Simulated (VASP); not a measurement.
Here is the system:

```
CELL_PARAMETERS angstrom
      0.00000     3.17479     3.17479
      3.17479     0.00000     3.17479
      3.17479     3.17479     0.00000
ATOMIC_POSITIONS crystal
  Ag 0.00000 0.00000 0.00000
  I  0.25000 0.25000 0.25000
```

Method: LDA (Ceperley-Alder, Perdew-Zunger), VASP's LDA PAW potentials (set 64) (plane waves; VASP 6.6.1). Numerical set-up: 520 eV cut-off, 7×7×7 Γ-centred mesh, Gaussian smearing of 0.050 eV, potentials Ag I.

Unless said otherwise, spin-orbit coupling is left out, though it shifts the bands of the heavy elements here.

Question: What does the run give for the energy per atom (σ→0), band gap (on the k-mesh) with the smallest direct gap where there is one?

Answer: 
```json
{
  "band gap (on the k-mesh)": "1.09 eV",
  "smallest direct gap (on the k-mesh)": "1.09 eV",
  "energy per atom (σ→0)": "-3.061 eV/atom"
}
```

The absolute energy has meaning only against runs of the same code, potentials and settings.

The compound is AgI in the zinc blende structure, whereas wurtzite is the usual form. It was relaxed first, which changed the volume by -7 %.
